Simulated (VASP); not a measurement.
# ZrGeS under strain, part 3 of 4

Aim: follow the pressure of ZrGeS through compression, expansion and shear. All runs use r2SCAN. Left out of this account: 1 further run (self-consistent run: a reference on another mesh). The start is a cell from a database of measured crystal structures.

VASP 6.6.1; r2SCAN; plane waves and PAW (Zr_sv, Ge_d, S).

Still holding for the runs below: Spin-orbit coupling is off here; it would split degenerate levels.

So far, pressure (GPa): step 2 (bands, cell as listed) 1.59; step 3 (cell volume +4.0 %) -3.37; step 4 (cell volume +8.0 %) -7.36.

## (5) Bands, sheared, principal strains -2.3, -0.8, +3.2 %

The cell is sheared at fixed volume, which lowers its symmetry.

The input, INCAR:

```
SYSTEM = ZrGeS
PREC = Accurate
ENCUT = 410
EDIFF = 1E-06
NELM = 100
ISMEAR = -1
SIGMA = 0.05
LREAL = .FALSE.
ALGO = Normal
METAGGA = R2SCAN
LASPH = .TRUE.
NBANDS = 49
LORBIT = 11
LWAVE = .FALSE.
LCHARG = .FALSE.
KPAR = 4
```

The input, POSCAR:

```
ZrGeS
1.0
    3.5779270000     -0.0147440000      0.0259690000
   -0.0147440000      3.6224440000      0.0849920000
    0.0574320000      0.1879620000      8.1396950000
Zr Ge S
2 2 2
Direct
    0.0000000000      0.5000000000      0.2760000000
    0.5000000000      0.0000000000      0.7240000000
    0.0000000000      0.0000000000      0.0000000000
    0.5000000000      0.5000000000      0.0000000000
    0.0000000000      0.5000000000      0.6220000000
    0.5000000000      0.0000000000      0.3780000000
```

The input, KPOINTS:

```
Automatic mesh
0
Gamma
8 8 4
0 0 0
```

The input, KPOINTS_OPT:

```
Line mode
16
Line-mode
Reciprocal
 -0.50000000   0.00000000   0.00000000 X
  0.00000000   0.00000000   0.00000000 GAMMA

  0.00000000   0.00000000   0.00000000 GAMMA
  0.00000000   0.50000000   0.00000000 Y

 -0.50000000   0.50000000   0.00000000 L
  0.00000000   0.00000000   0.00000000 GAMMA

  0.00000000   0.00000000   0.00000000 GAMMA
  0.00000000  -0.50000000  -0.50000000 Z

 -0.50000000  -0.50000000  -0.50000000 N
  0.00000000   0.00000000   0.00000000 GAMMA

  0.00000000   0.00000000   0.00000000 GAMMA
  0.00000000   0.00000000  -0.50000000 M

 -0.50000000   0.00000000  -0.50000000 R
  0.00000000   0.00000000   0.00000000 GAMMA
```

PAW data sets: Zr_sv, Ge_d and S (PBE family, release 64).

The run is started by

```sh
$ mpirun -np 4 vasp_std
```

The log of the run:

```text
[... set-up lines as in an earlier step ...]
 entering main loop
       N       E                     dE             d eps       ncg     rms          rms(c)
DAV:   1     0.586841067749E+03    0.58684E+03   -0.25884E+04 17926   0.244E+03
DAV:   2    -0.959928268825E+00   -0.58780E+03   -0.54599E+03 13746   0.717E+02
DAV:   3    -0.105689116415E+03   -0.10473E+03   -0.10120E+03 15901   0.167E+02
DAV:   4    -0.115653873191E+03   -0.99648E+01   -0.97674E+01 21121   0.488E+01
DAV:   5    -0.116014954331E+03   -0.36108E+00   -0.36013E+00 17608   0.863E+00    0.229E+01
DAV:   6    -0.968145649182E+02    0.19200E+02   -0.80809E+00 20735   0.345E+01    0.867E+00
DAV:   7    -0.969857945349E+02   -0.17123E+00   -0.17343E+00 16278   0.665E+00    0.396E+00
DAV:   8    -0.970266235647E+02   -0.40829E-01   -0.10509E-01 17600   0.273E+00    0.110E+00
DAV:   9    -0.970254463923E+02    0.11772E-02   -0.18156E-02 19751   0.101E+00    0.216E-01
DAV:  10    -0.970261013968E+02   -0.65500E-03   -0.20427E-03 17327   0.270E-01    0.150E-01
DAV:  11    -0.970263681848E+02   -0.26679E-03   -0.38751E-04 17360   0.115E-01    0.458E-02
DAV:  12    -0.970263929339E+02   -0.24749E-04   -0.50469E-05 16055   0.481E-02    0.228E-02
DAV:  13    -0.970263953181E+02   -0.23841E-05   -0.70582E-06 16408   0.195E-02    0.806E-03
DAV:  14    -0.970263966039E+02   -0.12858E-05   -0.75816E-07 10679   0.784E-03    0.178E-03
DAV:  15    -0.970263963645E+02    0.23933E-06   -0.32919E-07  8853   0.369E-03
   1 F= -.97026396E+02 E0= -.97021736E+02  d E =-.932127E-02
 Start KPOINTS_OPT (optional k-point list driver)
k-point batch [1-112\112]
       N       E                     dE             ncg
DAV:   1     0.119995155292E+05   -0.82152E+05    15133
DAV:   2    -0.549076145975E+05   -0.66907E+05    11705
DAV:   3    -0.662337430581E+05   -0.11326E+05    12530
DAV:   4    -0.673523102784E+05   -0.11186E+04    17540
DAV:   5    -0.673880526948E+05   -0.35742E+02    15008
DAV:   6    -0.673889346274E+05   -0.88193E+00    16180
DAV:   7    -0.673889532144E+05   -0.18587E-01    15672
DAV:   8    -0.673889538065E+05   -0.59214E-03    16351
DAV:   9    -0.673889538189E+05   -0.12355E-04    11048
DAV:  10    -0.673889538201E+05   -0.12402E-05     8983
DAV:  11    -0.673889538206E+05   -0.51818E-06     8048
```

Elapsed: 4.8 min, on 4 MPI ranks of Intel Xeon Platinum 8488C (Sapphire Rapids), shared host; peak memory 2.7 GiB; 19 min of CPU time.

Parts of OUTCAR (step 5):

```text
   k-points           NKPTS =    132   k-points in BZ     NKDIM =    132   number of bands    NBANDS=     49

   ENCUT  =  410.0 eV  30.13 Ry    5.49 a.u.   5.91  5.98 13.44*2*pi/ulx,y,z

   NELECT =      64.0000    total number of electrons

 E-fermi :   9.5972

 k-point     1 :       0.0000    0.0000    0.0000
  band No.  band energies     occupation
    ...
     29       6.8250      2.00000
     30       6.9549      2.00000
     31       7.1742      2.00000
     32       7.9947      2.00000
     33       9.2178      1.99899
     34      10.2960      0.00000
     35      10.6039      0.00000
     36      10.7746      0.00000
     37      10.8567      0.00000
     38      10.9230      0.00000
    ...

  Total        2.6430815      1.4011246     -0.4464450      0.7422708     -2.6720561     -0.8637958
  in kB       40.1647760     21.2917591     -6.7842637     11.2796904    -40.6050798    -13.1264080
  external PRESSURE =      18.2240905 kB  Pullay stress =       0.0000000 kB

 POSITION                                       TOTAL-FORCE (eV/Angst)
 -----------------------------------------------------------------------------------
      0.00848      1.86310      2.28905        -0.033018     -0.124638     -0.219760
      1.83054      0.12871      5.90612         0.033018      0.124638      0.219760
      0.00000      0.00000      0.00000        -0.029559      0.093597     -0.011298
      1.78159      1.80385      0.05548         0.029559     -0.093597      0.011298
      0.02835      1.92813      5.10539         0.028689      0.068183     -0.102208
      1.81067      0.06368      3.08979        -0.028689     -0.068183      0.102208
 -----------------------------------------------------------------------------------
    total drift:                                0.000000     -0.000000     -0.000000

  FREE ENERGIE OF THE ION-ELECTRON SYSTEM (eV)
  ---------------------------------------------------
  free  energy   TOTEN  =       -97.0263963645 eV

  energy  without entropy=      -97.0170750938  energy(sigma->0) =      -97.02173573

[... 1 part as in an earlier step ...]

[... 14 further parts left out ...]
```

The path and its labels are those of the sheared lattice, so a letter need not mean the same point as in the unstrained cell.

Numbers from this step:

```
irreducible k-points    : 132
symmetry operations     : 2
free energy (TOTEN)     : -97.0264 eV
energy at zero smearing : -97.0217 eV
Fermi energy            : 9.597 eV
pressure                : 1.822 GPa
```

Electronic bands along the path, in eV, zero at the Fermi level; # counts the bands kept, so #1 is VASP's band 21:

```tsv
point	#9	#10	#11	#12	#13	#14	#15	#16
X	-2.13	-2.11	-0.64	-0.60	0.66	0.73	1.80	1.87
0.53 of the way	-2.56	-1.68	-1.53	-1.32	0.50	0.56	0.83	1.50
Γ	-2.77	-2.64	-2.42	-1.60	-0.38	0.70	1.01	1.18
0.53 of the way	-2.21	-1.81	-1.52	-1.03	0.55	0.68	0.99	1.69
Y	-2.16	-2.09	-0.58	-0.45	0.62	0.82	1.74	2.06
jump to L	-4.29	-4.22	-2.67	-2.57	2.45	2.45	2.80	2.85
0.47 of the way	-4.02	-2.19	-1.83	-1.31	0.72	1.73	1.88	2.09
Γ	-2.77	-2.64	-2.42	-1.60	-0.38	0.70	1.01	1.18
0.47 of the way	-2.34	-2.33	-1.41	-1.20	0.36	0.61	1.02	1.75
Z	-2.30	-2.27	-0.39	-0.16	0.67	0.87	1.86	2.00
jump to N	-4.13	-3.99	-2.71	-2.58	1.53	1.53	2.53	2.62
0.47 of the way	-4.04	-2.57	-2.09	-1.15	1.00	1.56	2.01	2.05
Γ	-2.77	-2.64	-2.42	-1.60	-0.38	0.70	1.01	1.18
0.53 of the way	-2.78	-2.64	-2.56	-2.31	-0.14	0.96	1.01	1.20
M	-2.93	-2.79	-2.63	-2.60	0.05	1.02	1.19	1.30
jump to R	-2.30	-2.29	-0.43	-0.36	0.79	0.85	1.75	1.81
0.53 of the way	-2.53	-2.29	-1.43	-1.19	0.31	0.53	0.94	1.69
Γ	-2.77	-2.64	-2.42	-1.60	-0.38	0.70	1.01	1.18
```

Of the projections kept (Zr, Ge, S), the largest for each band there; the rest of the weight can lie on other orbitals:

```tsv
point	#9	#10	#11	#12	#13	#14	#15	#16
X	Ge 0.48	Ge 0.46	Zr 0.54	Zr 0.55	Zr 0.53	Zr 0.53	Zr 0.76	Zr 0.76
Γ	S 0.85	S 0.87	Zr 0.85	S 0.59	Ge 0.57	Zr 0.80	Zr 0.99	Zr 0.97
Y	Ge 0.51	Ge 0.44	Zr 0.55	Zr 0.57	Zr 0.56	Zr 0.57	Zr 0.77	Zr 0.80
L	S 0.81	S 0.80	Zr 0.51	Zr 0.51	Zr 0.75	Zr 0.75	Zr 0.91	Zr 0.93
Γ	S 0.85	S 0.87	Zr 0.85	S 0.59	Ge 0.57	Zr 0.80	Zr 0.99	Zr 0.97
Z	Zr 0.51	Zr 0.47	Zr 0.55	Zr 0.54	Zr 0.54	Zr 0.55	Zr 0.58	Zr 0.57
```

Force by atom:

```tsv
atom	x (eV/Å)	y (eV/Å)	z (eV/Å)	size
Zr1	-0.033	-0.125	-0.220	0.255
Zr2	0.033	0.125	0.220	0.255
Ge3	-0.030	0.094	-0.011	0.099
Ge4	0.030	-0.094	0.011	0.099
S5	0.029	0.068	-0.102	0.126
S6	-0.029	-0.068	0.102	0.126
```

 The pressure is 1.82 GPa, and the symmetry operations fall from 16 to 2.

## (6) Bands, volume times 0.96

The cell is compressed evenly, with fractional positions held.

INCAR is that of step 5.

POSCAR, as its differences from that of step 5:

```diff
@@ -2,5 +2,5 @@
 1.0
-    3.5779270000     -0.0147440000      0.0259690000
-   -0.0147440000      3.6224440000      0.0849920000
-    0.0574320000      0.1879620000      8.1396950000
+    3.5769939926      0.0000000000      0.0000000000
+    0.0000000000      3.5769939926      0.0000000000
+    0.0000000000      0.0000000000      7.9106218496
 Zr Ge S
```

KPOINTS is that of step 5.

The input, KPOINTS_OPT:

```
Line mode
16
Line-mode
Reciprocal
  0.00000000   0.00000000   0.00000000 GAMMA
  0.00000000   0.50000000   0.00000000 X

  0.00000000   0.50000000   0.00000000 X
  0.50000000   0.50000000   0.00000000 M

  0.50000000   0.50000000   0.00000000 M
  0.00000000   0.00000000   0.00000000 GAMMA

  0.00000000   0.00000000   0.00000000 GAMMA
  0.00000000   0.00000000   0.50000000 Z

  0.00000000   0.00000000   0.50000000 Z
  0.00000000   0.50000000   0.50000000 R

  0.00000000   0.50000000   0.50000000 R
  0.50000000   0.50000000   0.50000000 A

  0.50000000   0.50000000   0.50000000 A
  0.00000000   0.00000000   0.50000000 Z

  0.00000000   0.50000000   0.00000000 X
  0.00000000   0.50000000   0.50000000 R

  0.50000000   0.50000000   0.00000000 M
  0.50000000   0.50000000   0.50000000 A
```

The run is started by

```sh
$ mpirun -np 4 vasp_std
```

The log of the run:

```text
[... set-up lines as in an earlier step ...]
 entering main loop
       N       E                     dE             d eps       ncg     rms          rms(c)
DAV:   1     0.586816510155E+03    0.58682E+03   -0.25913E+04  6073   0.248E+03
DAV:   2    -0.839435576550E+00   -0.58766E+03   -0.54666E+03  4634   0.705E+02
DAV:   3    -0.105583789804E+03   -0.10474E+03   -0.10104E+03  5449   0.167E+02
DAV:   4    -0.115474066758E+03   -0.98903E+01   -0.96900E+01  7108   0.490E+01
DAV:   5    -0.115806496710E+03   -0.33243E+00   -0.33165E+00  5996   0.847E+00    0.250E+01
DAV:   6    -0.968016125048E+02    0.19005E+02   -0.79405E+00  7017   0.357E+01    0.945E+00
DAV:   7    -0.969612121363E+02   -0.15960E+00   -0.18216E+00  5595   0.683E+00    0.403E+00
DAV:   8    -0.969959085192E+02   -0.34696E-01   -0.11124E-01  5869   0.288E+00    0.125E+00
DAV:   9    -0.969962618655E+02   -0.35335E-03   -0.16713E-02  6545   0.962E-01    0.200E-01
DAV:  10    -0.969968203881E+02   -0.55852E-03   -0.18649E-03  6152   0.261E-01    0.139E-01
DAV:  11    -0.969970555183E+02   -0.23513E-03   -0.33997E-04  5856   0.110E-01    0.434E-02
DAV:  12    -0.969970730057E+02   -0.17487E-04   -0.34908E-05  5553   0.423E-02    0.196E-02
DAV:  13    -0.969970736656E+02   -0.65982E-06   -0.58975E-06  5947   0.196E-02
   1 F= -.96997074E+02 E0= -.96992756E+02  d E =-.863462E-02
 Start KPOINTS_OPT (optional k-point list driver)
k-point batch [1-45\144]
       N       E                     dE             ncg
DAV:   1     0.520646012444E+04   -0.57931E+05     6057
DAV:   2    -0.219687472969E+05   -0.27175E+05     4794
DAV:   3    -0.265005768808E+05   -0.45318E+04     5078
DAV:   4    -0.269115413576E+05   -0.41096E+03     6915
DAV:   5    -0.269258650301E+05   -0.14324E+02     6019
DAV:   6    -0.269261561332E+05   -0.29110E+00     6354
DAV:   7    -0.269261638842E+05   -0.77509E-02     6292
DAV:   8    -0.269261640720E+05   -0.18781E-03     6435
DAV:   9    -0.269261640758E+05   -0.37870E-05     4252
DAV:  10    -0.269261640763E+05   -0.51758E-06     3540
[...]
k-point batch [136-144\144]
       N       E                     dE             ncg
DAV:   1     0.572840971623E+05   -0.19187E+05     1229
DAV:   2     0.518759160163E+05   -0.54082E+04      962
DAV:   3     0.509942126183E+05   -0.88170E+03     1063
DAV:   4     0.509277401953E+05   -0.66472E+02     1346
DAV:   5     0.509248545693E+05   -0.28856E+01     1276
DAV:   6     0.509248017492E+05   -0.52820E-01     1239
DAV:   7     0.509248004373E+05   -0.13119E-02     1284
DAV:   8     0.509248004093E+05   -0.27977E-04     1238
DAV:   9     0.509248004079E+05   -0.13655E-05      812
DAV:  10     0.509248004078E+05   -0.10428E-06      764
```

It took 3.1 min on 4 MPI ranks; peak memory 1.3 GiB; 12 min of CPU time.

From OUTCAR (step 6):

```text
   ENCUT  =  410.0 eV  30.13 Ry    5.49 a.u.   5.91  5.91 13.06*2*pi/ulx,y,z

   NELECT =      64.0000    total number of electrons

 E-fermi :  10.0920

 k-point     1 :       0.0000    0.0000    0.0000
  band No.  band energies     occupation
    ...
     29       7.4495      2.00000
     30       7.4495      2.00000
     31       7.5245      2.00000
     32       8.7108      2.00000
     33       9.9108      1.94806
     34      10.7801      0.00000
     35      11.0964      0.00000
     36      11.3214      0.00000
     37      11.3214      0.00000
     38      11.3523      0.00000
    ...

  Total        4.7441179      4.7441179      4.9594037      0.0000000      0.0000000      0.0000000
  in kB       75.0963816     75.0963816     78.5042197      0.0000000      0.0000000      0.0000000
  external PRESSURE =      76.2323276 kB  Pullay stress =       0.0000000 kB

 POSITION                                       TOTAL-FORCE (eV/Angst)
 -----------------------------------------------------------------------------------
      0.00000      1.78850      2.18333         0.000000      0.000000     -0.024284
      1.78850      0.00000      5.72729        -0.000000     -0.000000      0.024284
      0.00000      0.00000      0.00000         0.000000     -0.000000      0.000000
      1.78850      1.78850      0.00000         0.000000      0.000000      0.000000
      0.00000      1.78850      4.92041         0.000000      0.000000     -0.085091
      1.78850      0.00000      2.99022        -0.000000      0.000000      0.085091
 -----------------------------------------------------------------------------------
    total drift:                                0.000000     -0.000000     -0.000000

  FREE ENERGIE OF THE ION-ELECTRON SYSTEM (eV)
  ---------------------------------------------------
  free  energy   TOTEN  =       -96.9970736656 eV

  energy  without entropy=      -96.9884390428  energy(sigma->0) =      -96.99275635

[... 5 parts as in an earlier step ...]

[... 11 further parts left out ...]
```

Numbers from this step:

* SCF cycles: 13
* irreducible k-points: 45
* symmetry operations: 16
* free energy (TOTEN): -96.9971 eV
* energy at zero smearing: -96.9928 eV
* Fermi energy: 10.09 eV
* pressure: 7.623 GPa

The electronic bands at the labelled points (eV, zero at the Fermi level; # counts the bands kept, so #1 is VASP's band 21):

```tsv
point	#9	#10	#11	#12	#13	#14	#15	#16
Γ	-2.64	-2.64	-2.57	-1.38	-0.18	0.69	1.00	1.23
0.47 of the way	-2.65	-1.61	-1.61	-1.33	0.56	0.70	0.87	1.62
X	-2.07	-2.07	-0.70	-0.70	0.72	0.72	2.08	2.08
0.47 of the way	-3.69	-3.69	-2.35	-2.35	1.66	1.66	2.52	2.52
M	-4.24	-4.24	-2.72	-2.72	2.78	2.78	3.06	3.06
0.47 of the way	-4.07	-2.07	-1.96	-1.35	0.81	2.01	2.06	2.27
Γ	-2.64	-2.64	-2.57	-1.38	-0.18	0.69	1.00	1.23
0.47 of the way	-2.71	-2.63	-2.63	-2.04	0.05	0.94	1.01	1.25
Z	-3.22	-2.89	-2.63	-2.63	0.36	1.03	1.23	1.41
0.47 of the way	-3.19	-2.52	-1.73	-1.04	0.25	0.38	1.28	1.86
R	-2.31	-2.31	-0.41	-0.41	0.88	0.88	1.88	1.88
0.53 of the way	-3.67	-3.67	-2.68	-2.68	1.24	1.24	2.60	2.60
A	-4.15	-4.15	-2.78	-2.78	1.75	1.75	2.85	2.85
0.47 of the way	-3.82	-3.00	-2.30	-1.42	1.31	1.71	1.82	2.01
Z	-3.22	-2.89	-2.63	-2.63	0.36	1.03	1.23	1.41
jump to X	-2.07	-2.07	-0.70	-0.70	0.72	0.72	2.08	2.08
0.47 of the way	-2.19	-2.19	-0.58	-0.58	0.77	0.77	2.39	2.39
R	-2.31	-2.31	-0.41	-0.41	0.88	0.88	1.88	1.88
jump to M	-4.24	-4.24	-2.72	-2.72	2.78	2.78	3.06	3.06
0.53 of the way	-4.23	-4.23	-2.75	-2.75	2.29	2.29	2.82	2.82
A	-4.15	-4.15	-2.78	-2.78	1.75	1.75	2.85	2.85
```

Of the projections kept (Zr, Ge, S), the largest for each band there; the rest of the weight can lie on other orbitals:

```tsv
point	#9	#10	#11	#12	#13	#14	#15	#16
Γ	S 0.88	S 0.88	Zr 0.85	S 0.58	Ge 0.62	Zr 0.78	Zr 0.99	Zr 0.88
X	Ge 0.48	Ge 0.48	Zr 0.53	Zr 0.53	Zr 0.53	Zr 0.53	Zr 0.74	Zr 0.74
M	S 0.81	S 0.81	Zr 0.52	Zr 0.52	Zr 0.73	Zr 0.73	Zr 0.91	Zr 0.91
Γ	S 0.88	S 0.88	Zr 0.85	S 0.58	Ge 0.62	Zr 0.78	Zr 0.99	Zr 0.88
Z	Ge 0.78	Zr 0.86	S 0.90	S 0.90	Ge 0.53	Zr 1.00	Zr 0.99	Zr 0.92
R	Zr 0.50	Zr 0.50	Zr 0.52	Zr 0.52	Zr 0.50	Zr 0.50	Zr 0.59	Zr 0.59
```

Force by atom:

```tsv
atom	x (eV/Å)	y (eV/Å)	z (eV/Å)	size
Zr1	0.0000	0.0000	-0.0243	0.0243
Zr2	0.0000	0.0000	0.0243	0.0243
Ge3	0.0000	0.0000	0.0000	0.0000
Ge4	0.0000	0.0000	0.0000	0.0000
S5	0.0000	0.0000	-0.0851	0.0851
S6	0.0000	0.0000	0.0851	0.0851
```

 The pressure is 7.62 GPa.

Between step 2 and this run (cell volume -4.0 %) the value for the pressure moves from 1.59 GPa to 7.62 GPa (+381 %).

[end of part 3 of 4]

[Lines on the potential files, build, host, timing and source positions are cut from VASP's logs without a mark.]

[Logs are printed without paths, hosts, clocks, repeated set-up lines and the standing remarks that a program may print on its own settings, such as how far it seeks lower states.]

[Hosts, paths, dates, database ids (printed as entryN), source tags and the programs' standing remarks are cut or masked in the printed files.]

[A measured line is paired with the nearest computed mode of its activity, which favours agreement.]
